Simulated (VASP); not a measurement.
```xyz
3
Lattice="-1.6743 1.6743 4.0979 1.6743 -1.6743 4.0979 1.6743 1.6743 -4.0979" Properties=species:S:1:pos:R:3 pbc="T T T"
Ti     0.0000     0.0000     0.0000
Ge     0.0000     0.0000     2.7480
Ge     0.0000     0.0000     5.4477
```

Computed with PBE GGA, VASP's PBE PAW potentials (set 64) (plane waves; VASP 6.6.1). Run with 300 eV cut-off, 8×8×8 Γ-centred mesh, Gaussian smearing of 0.20 eV, potentials Ti_sv Ge_d.

At this cut-off the stress carries a Pulay error, which pulls relaxed volumes low.

Give the force on each atom (eV/Å).

```tsv
atom	Fx	Fy	Fz
Ti1	0.000	0.000	0.000
Ge2	0.000	0.000	0.111
Ge3	0.000	0.000	-0.111
```

Give the stress tensor in GPa (positive for a compressed cell).

```
 5.34   0.00   0.00
 0.00   5.34   0.00
 0.00   0.00  12.72
```
The pressure is its mean diagonal, 7.80 GPa.

The structure was generated: TiGe2 was put into an ordered model structure, which need not be its known phase. The cell was not relaxed at this level. The k-mesh is coarse (spacing up to 0.33 per Å, 2π included), so the numbers may not be converged in it.
